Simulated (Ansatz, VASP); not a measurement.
**RbBeF3 in VASP and in Ansatz**

Contents of INCAR:

```
SYSTEM = RbBeF3
ALGO = Normal
EDIFF = 1E-6
ENCUT = 520
GGA = PS
ISIF = 2
ISMEAR = 0
LASPH = .TRUE.
LCHARG = .TRUE.
LELF = .TRUE.
LREAL = .FALSE.
LVHAR = .TRUE.
LWAVE = .FALSE.
NBANDS = 24
NELM = 80
PREC = Accurate
SIGMA = 0.01
```

File KPOINTS:

```
k-points
0
G
  6 6 6
  0 0 0
```

File POSCAR:

```
RbBeF3
1.0
    3.7940866901      0.0000000000      0.0000000000
    0.0000000000      3.7940866901      0.0000000000
    0.0000000000      0.0000000000      3.7940866901
Rb Be F
1 1 3
Direct
    0.0000000000      0.0000000000      0.0000000000
    0.5000000000      0.5000000000      0.5000000000
    0.0000000000      0.5000000000      0.5000000000
    0.5000000000      0.0000000000      0.5000000000
    0.5000000000      0.5000000000      0.0000000000
```

Input for Ansatz:

```yaml
crystal:
  lattice:
    - [3.7940866901, 0.0, 0.0]
    - [0.0, 3.7940866901, 0.0]
    - [0.0, 0.0, 3.7940866901]
  atoms:
    - { symbol: Rb, position: [0.0, 0.0, 0.0] }
    - { symbol: Be, position: [0.5, 0.5, 0.5] }
    - { symbol: F, position: [0.0, 0.5, 0.5] }
    - { symbol: F, position: [0.5, 0.0, 0.5] }
    - { symbol: F, position: [0.5, 0.5, 0.0] }
basis:
  ecutwfc: 420
kpoints:
  mp_grid: { grid: [6, 6, 6] }
hamiltonian:
  xc: pbesol
scf:
  occupations: { method: gaussian, width: 0.01 }
  n_extra_bands: 20
output:
  eigenvalues: true
  optics: { e_range: [0, 14], sigma: 0.1, nscf_kmesh: { grid: [10, 10, 10] } }
checkpoint:
  read: start.run
  write: ck
  compress: false
  write_wavefunctions: false
  write_every: 100000
```

Alike in both runs: task single point; functional PBEsol; k mesh 6 × 6 × 6; occupations gaussian, width 0.01 eV; no spin polarisation.

|  | VASP | Ansatz |
| --- | --- | --- |
| version | VASP 6.6.1 | Ansatz 0.2.0 |
| potentials or method | VASP PAW PBE potentials, release 64 (Rb_sv, Be, F) | scalar-relativistic, plane waves, PAW |
| plane-wave cutoff (eV) | 520 | 420 |
| valence electrons in the cell | 32 | 32 |

|  | VASP | Ansatz | Ansatz less VASP |
| --- | --- | --- | --- |
| gap on the k mesh at the Fermi level (eV) | 7.26 | 7.29 | +0.021 |
| least direct gap on the mesh (eV) | 7.27 | 7.29 | +0.015 |

With one functional, cell and mesh, what is left measures potentials, basis and numerics.

 A hybrid or GW would open this gap; PBEsol tends to underestimate it. A k mesh can miss the band edges.
